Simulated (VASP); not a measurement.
Method: RPBE GGA, VASP's PBE PAW potentials (set 64) (plane waves; VASP).

The input files of a VASP run:

POSCAR:
```
FeAl
1.0
  2.8891789893   0.0000000000   0.0000000000
  0.0000000000   2.8891789893   0.0000000000
  0.0000000000   0.0000000000   2.8891789893
Al Fe
1 1
Cart
  1.4445894946   1.4445894946   1.4445894946
  0.0000000000   0.0000000000   0.0000000000
```

### INCAR
```
# general
SYSTEM   =  FeAl
PREC     =  Accurate
ENCUT    =  520   # plane-wave cut-off (eV)
LREAL    =  F   # projection in real space or not
LASPH    =  T   # aspherical one-centre terms

# electronic loop
EDIFF    =  1E-6   # SCF stop (eV)
NELM     =  100   # most electronic steps
ALGO     =  Normal
LMAXMIX  =  4

# smearing
ISMEAR   =  1
SIGMA    =  0.1   # width (eV)

# functional
GGA      =  RP   # RPBE

# ions
IBRION   =  2
NSW      =  60   # most ionic steps
ISIF     =  3
EDIFFG   =  -0.01   # ionic stop

# output
LWAVE    =  F
LCHARG   =  F
```

File KPOINTS:
```
kpoints
0
gamma
11 11 11
```

POTCAR, in this order: Al Fe (PBE.64 set). Program: vasp_std.

Output

**OUTCAR**
```
 ion  position               nearest neighbor table
   1  0.500  0.500  0.500-   2 2.50   2 2.50   2 2.50   2 2.50   2 2.50   2 2.50   2 2.50   2 2.50
  LATTYP: Found a simple cubic cell.
 ALAT       =     2.8891789893
 Subroutine PRICEL returns:
 Original cell was already a primitive cell.
 Subroutine GETGRP returns: Found 48 space group operations
The static configuration has the point symmetry O_h .
The dynamic configuration has the point symmetry O_h .
 Subroutine INISYM returns: Found 48 space group operations
 Subroutine IBZKPT returns following result:
 Found     56 irreducible k-points:

 Following reciprocal coordinates:
            Coordinates               Weight
  0.000000  0.000000  0.000000      1.000000
  0.090909  0.000000  0.000000      6.000000
  0.181818  0.000000  0.000000      6.000000
  0.272727  0.000000  0.000000      6.000000
  0.363636  0.000000  0.000000      6.000000
  0.454545  0.000000  0.000000      6.000000
  0.090909  0.090909  0.000000     12.000000
  0.181818  0.090909  0.000000     24.000000
  0.272727  0.090909  0.000000     24.000000
  0.363636  0.090909  0.000000     24.000000
  0.454545  0.090909  0.000000     24.000000
  0.181818  0.181818  0.000000     12.000000
  0.272727  0.181818  0.000000     24.000000
  0.363636  0.181818  0.000000     24.000000
  0.454545  0.181818  0.000000     24.000000
  0.272727  0.272727  0.000000     12.000000
  0.363636  0.272727  0.000000     24.000000
  0.454545  0.272727  0.000000     24.000000
  0.363636  0.363636  0.000000     12.000000
  0.454545  0.363636  0.000000     24.000000
  0.454545  0.454545  0.000000     12.000000
  0.090909  0.090909  0.090909      8.000000
  0.181818  0.090909  0.090909     24.000000
  0.272727  0.090909  0.090909     24.000000
  0.363636  0.090909  0.090909     24.000000
...
```

**OSZICAR**
```
       N       E                     dE             d eps       ncg     rms          rms(c)
DAV:   1     0.319647716239E+02    0.31965E+02   -0.50982E+03  1024   0.122E+03
DAV:   2    -0.125077612327E+02   -0.44473E+02   -0.42823E+02  1024   0.177E+02
DAV:   3    -0.136938250553E+02   -0.11861E+01   -0.11605E+01  1206   0.395E+01
DAV:   4    -0.137159018763E+02   -0.22077E-01   -0.22061E-01  1319   0.484E+00
DAV:   5    -0.137163092568E+02   -0.40738E-03   -0.40737E-03  1213   0.580E-01    0.136E+01
DAV:   6    -0.158207409247E+02   -0.21044E+01   -0.74888E+01  1140   0.134E+02    0.186E+01
DAV:   7    -0.118454278477E+02    0.39753E+01   -0.37785E+01  1135   0.837E+01    0.260E+00
DAV:   8    -0.118154693204E+02    0.29959E-01   -0.21484E-01  1135   0.581E+00    0.152E+00
DAV:   9    -0.118021787541E+02    0.13291E-01   -0.45996E-02  1207   0.331E+00    0.340E-01
DAV:  10    -0.118018583012E+02    0.32045E-03   -0.11285E-03  1393   0.477E-01    0.177E-01
DAV:  11    -0.118018445683E+02    0.13733E-04   -0.19042E-05  1068   0.489E-02    0.121E-02
DAV:  12    -0.118018437532E+02    0.81515E-06   -0.59317E-06  1107   0.329E-02
   1 F= -.11801844E+02 E0= -.11801936E+02  d E =-.118018E+02
```

### OUTCAR
```
------------------------ aborting loop because EDIFF is reached ----------------------------------------
  FORCE on cell =-STRESS in cart. coord.  units (eV):
  Direction    XX          YY          ZZ          XY          YZ          ZX
  --------------------------------------------------------------------------------------
  Total        0.0152966      0.0152966      0.0152966      0.0000000      0.0000000      0.0000000
  in kB        1.0162071      1.0162071      1.0162071      0.0000000      0.0000000      0.0000000
  external PRESSURE =       1.0162071 kB  Pullay stress =       0.0000000 kB
  volume of cell :       24.12
      direct lattice vectors                 reciprocal lattice vectors
     2.889178989  0.000000000  0.000000000     0.346119089  0.000000000  0.000000000
     0.000000000  2.889178989  0.000000000     0.000000000  0.346119089  0.000000000
     0.000000000  0.000000000  2.889178989     0.000000000  0.000000000  0.346119089
 POSITION                                       TOTAL-FORCE (eV/Angst)
 -----------------------------------------------------------------------------------
      1.44459      1.44459      1.44459         0.000000      0.000000      0.000000
      0.00000      0.00000      0.00000         0.000000      0.000000      0.000000
 -----------------------------------------------------------------------------------
    total drift:                               -0.000000      0.000000      0.000000
  FREE ENERGIE OF THE ION-ELECTRON SYSTEM (eV)
  ---------------------------------------------------
  free  energy   TOTEN  =       -11.8018437532 eV

  energy  without entropy=      -11.8021201316  energy(sigma->0) =      -11.80193588

 reached required accuracy - stopping structural energy minimisation
```
(Selected blocks of OUTCAR.)

### OUTCAR
```
 val. band max:        7.8185477700   @ k =   0.3636   0.1818   0.0000

 cond. band min:       7.8337654784   @ k =   0.4545   0.3636   0.3636


 Fermi energy:         7.8330044518

 k-point     1 :       0.0000    0.0000    0.0000
  band No.  band energies     occupation
      1      -2.3505      2.00000
      2       5.7096      2.00000
      3       5.7096      2.00000
      4       7.9968     -0.04265
      5       7.9968     -0.04264
      6       7.9968     -0.04264
      7      14.2750      0.00000
      8      14.2750      0.00000
      9      14.2750      0.00000

 k-point     2 :       0.0909    0.0000    0.0000
  band No.  band energies     occupation
      1      -2.1973      2.00000
      2       5.6864      2.00000
      3       5.7564      2.00000
      4       7.9020      0.08736
      5       7.9020      0.08728
      6       8.0065     -0.03411
      7      13.0719      0.00000
      8      14.4994      0.00000
      9      14.4994      0.00000

 k-point     3 :       0.1818    0.0000    0.0000
  band No.  band energies     occupation
      1      -1.7423      2.00000
      2       5.5341      2.00000
      3       5.8853      2.00000
      4       7.6671      2.04073
      5       7.6671      2.04074
      6       8.0326     -0.01620
      7      11.2926      0.00000
      8      15.1261      0.00000
      9      15.1261      0.00000

 k-point     4 :       0.2727    0.0000    0.0000
  band No.  band energies     occupation
      1      -0.9998      2.00000
      2       5.0134      2.00000
      3       6.0624      2.00000
      4       7.3928      2.00000
      5       7.3928      2.00000
      6       8.0670     -0.00459
      7       9.9589      0.00000
      8      16.0616      0.00000
      9      16.0616      0.00000

 k-point     5 :       0.3636    0.0000    0.0000
  band No.  band energies     occupation
      1       0.0044      2.00000
      2       3.9658      2.00000
      3       6.2346      2.00000
...
```

The compound is FeAl in the CsCl type structure. It was relaxed first. The start is the result of an earlier pass. The run is not spin-polarised, so no magnetic state was tried. The electron count is odd and the run is not spin-polarised, which forces a metal.
